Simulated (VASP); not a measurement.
Input for VASP

INCAR:
```
SYSTEM = Y
PREC = Accurate
ENCUT = 400
EDIFF = 1E-6
NELM = 100
ALGO = Normal
LREAL = .FALSE.
LASPH = .TRUE.
ISMEAR = 1
SIGMA = 0.1
GGA = PE
LMAXMIX = 4
LWAVE = .FALSE.
LCHARG = .FALSE.
ISIF = 2
```

File KPOINTS:
```
Automatic mesh
0
Gamma
10 10 6
0 0 0
```

**POSCAR**
```
Y
5.786720
  0.3246058216  -0.5557186109   0.0000000000
  0.3246058216   0.5557186109   0.0000000000
  0.0000000000   0.0000000000   1.0000000000
Y
2
Cart
  0.3246058216   0.1852399074   0.2500000000
  0.3372972600  -0.1852399074   0.7500000000
```

POTCAR, in this order: Y_sv (PBE.64 set). Program: vasp_std.

Question: Write an equivalent input for Quantum ESPRESSO's pw.x.

Answer: One equivalent input (not run):
```
&CONTROL
  calculation = 'scf'
  pseudo_dir = './pseudo'
  outdir = './out'
  tprnfor = .true.
  tstress = .true.
/
&SYSTEM
  ibrav = 0
  nat = 2
  ntyp = 1
  ecutwfc = 72
  occupations = 'smearing'
  smearing = 'methfessel-paxton'
  degauss = 0.00735
  input_dft = 'pbe'
/
&ELECTRONS
  conv_thr = 7.3e-08
  electron_maxstep = 100
/
ATOMIC_SPECIES
  Y 88.906 Y.upf
CELL_PARAMETERS angstrom
     1.8784030   -3.2157880    0.0000000
     1.8784030    3.2157880    0.0000000
     0.0000000    0.0000000    5.7867200
ATOMIC_POSITIONS crystal
  Y    0.3333330  0.6666670  0.2500000
  Y    0.6862160  0.3528820  0.7500000
K_POINTS automatic
  10 10 6 0 0 0
```
The two are equivalent in intent, not identical: the potentials are each code's own (VASP's PAW set, PseudoDojo norm-conserving files in pw.x), so ENCUT and ecutwfc are chosen apart and not converted; conv_thr bounds pw.x's estimated SCF error, while EDIFF bounds the energy change between steps.

The compound is Y in the hcp structure. The cell was not relaxed at this level, atoms are displaced from their ideal sites.
